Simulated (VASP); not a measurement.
Here is a VASP 6.6.1 calculation.

Contents of INCAR:

```
PREC = Accurate ; ENCUT = 600
EDIFF = 1E-6 ; ISMEAR = -1
SIGMA = 0.05 ; LREAL = F
LASPH = T ; NELM = 60
ALGO = Normal ; ISIF = 3
LWAVE = F ; LCHARG = F
GGA = PS ; IBRION = 2
NSW = 60 ; EDIFFG = -0.01
PSTRESS = 1300 ; KPAR = 2
```

KPOINTS

```
regular mesh
0
Gamma
  7 7 10
```

POSCAR

```
SiO2
1.0
    4.1773000000      0.0000000000      0.0000000000
    0.0000000000      4.1773000000      0.0000000000
    0.0000000000      0.0000000000      2.6655000000
O Si
4 2
Direct
    0.3061000000      0.3061000000      0.0000000000
    0.6939000000      0.6939000000      0.0000000000
    0.1939000000      0.8061000000      0.5000000000
    0.8061000000      0.1939000000      0.5000000000
    0.0000000000      0.0000000000      0.0000000000
    0.5000000000      0.5000000000      0.5000000000
```

Potentials or basis: VASP PAW PBE potentials, release 64 (O, Si).

Launch:

```sh
$ cat potpaw_PBE.64/O/POTCAR potpaw_PBE.64/Si/POTCAR > POTCAR
$ mpirun -np 2 vasp_std > vasp.out
```

Predict the band gap on the k mesh.

6.81 eV, direct.

Predict the relaxed cell.

a = 3.825 Å, b = 3.825 Å, c = 2.504 Å, α = 90.00°, β = 90.00°, γ = 90.00°.

Predict the relaxed volume.

6.11 Å³/atom.

Estimate the space group after relaxing (to 0.05 Å).

P4_2/mnm (No. 136).

Step by step:
| step | energy change (eV) | largest force (eV/Å) | pressure (GPa) | volume (Å³) |
| --- | --- | --- | --- | --- |
| 1 | 0.0000 | 0.1295 | 4.74 | 46.51 |
| 2 | 103.4296 | 17.9939 | 2487.89 | 16.48 |
| 3 | 1.4533 | 1.4511 | 74.74 | 39.96 |
| 4 | 2.3469 | 1.8630 | 101.78 | 38.32 |
| 5 | 3.4356 | 2.2888 | 131.59 | 36.82 |
| 6 | 4.6779 | 4.4571 | 149.57 | 35.82 |
| 7 | 3.5433 | 0.0086 | 134.10 | 36.45 |
| 8 | 3.5492 | 0.0417 | 134.19 | 36.44 |
| 9 | 3.0450 | 0.0872 | 120.60 | 37.07 |
| 10 | 3.3464 | 0.0602 | 128.80 | 36.69 |
| 11 | 3.3956 | 0.0361 | 130.18 | 36.62 |
| 12 | 3.3880 | 0.0217 | 129.97 | 36.63 |
| 13 | 3.3919 | 0.0243 | 130.02 | 36.63 |
| 14 | 3.3898 | 0.0015 | 129.99 | 36.63 |

Caveat: the cell is relaxed towards a set pressure, so the enthalpy falls and the energy may rise; the volume moved by over 15 % at a fixed basis, so the end points are rough; the PAW data sets were made with another functional, which shifts forces and pressure a little; an odd mesh through Γ misses points on the zone boundary, where band edges often lie.
